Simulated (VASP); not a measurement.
Input for VASP

**INCAR**
```
SYSTEM = Lu2Te3
PREC = Accurate
ENCUT = 300
EDIFF = 1E-6
NELM = 100
ALGO = Normal
LREAL = .FALSE.
LASPH = .TRUE.
ISMEAR = -1
SIGMA = 0.05
GGA = PE
LMAXMIX = 6
LWAVE = .FALSE.
LCHARG = .FALSE.
ISIF = 2
```

**KPOINTS**
```
Regular mesh
0
Gamma
  3 3 2
```

POSCAR:
```
Lu2Te3
1
    4.8209960000     0.0000000000     0.0000000000
   -2.4104980000     4.1751050000     0.0000000000
    0.0000000000     0.0000000000     7.5118410000
Lu Te
2 3
Direct
  0.3333330000   0.6666670000   0.2467000000
  0.6666670000   0.3333330000   0.7533000000
  0.0000000000   0.0000000000   0.0000000000
  0.3333330000   0.6666670000   0.6470000000
  0.6666670000   0.3333330000   0.3530000000
```

POTCAR, in this order: Lu_3 Te (PBE.64 set). Program: vasp_std.

### Question
Write an equivalent input for Ansatz.

### Answer
One equivalent input (not run):
Ansatz 0.2 input:
```yaml
crystal:
  lattice:
    - [4.8209960, 0.0000000, 0.0000000]
    - [-2.4104980, 4.1751050, 0.0000000]
    - [0.0000000, 0.0000000, 7.5118410]
  atoms:
    - { symbol: Lu, position: [0.3333330, 0.6666670, 0.2467000] }
    - { symbol: Lu, position: [0.6666670, 0.3333330, 0.7533000] }
    - { symbol: Te, position: [0.0000000, 0.0000000, 0.0000000] }
    - { symbol: Te, position: [0.3333330, 0.6666670, 0.6470000] }
    - { symbol: Te, position: [0.6666670, 0.3333330, 0.3530000] }
kpoints:
  mp_grid: { grid: [3, 3, 2] }
hamiltonian:
  xc: pbe
  pseudopotentials: { kind: paw }
scf:
  occupations: { method: fermi_dirac, width: 0.05 }
  max_iter: 100
output: { forces: true, stress: true, eigenvalues: true }
```
What does not carry over: each code has its own PAW files, so the cut-off isn't converted (ENCUT is set for VASP's; basis.ecutwfc is left out, and Ansatz then takes the one that its files recommend); Ansatz stops its SCF on the density residual and VASP on the energy change (EDIFF).

The structure was generated: Lu2Te3 was put into an ordered model structure, which need not be its known phase. The cell was not relaxed at this level. The k-mesh is coarse (spacing up to 0.50 per Å, 2π included), so the numbers may not be converged in it.
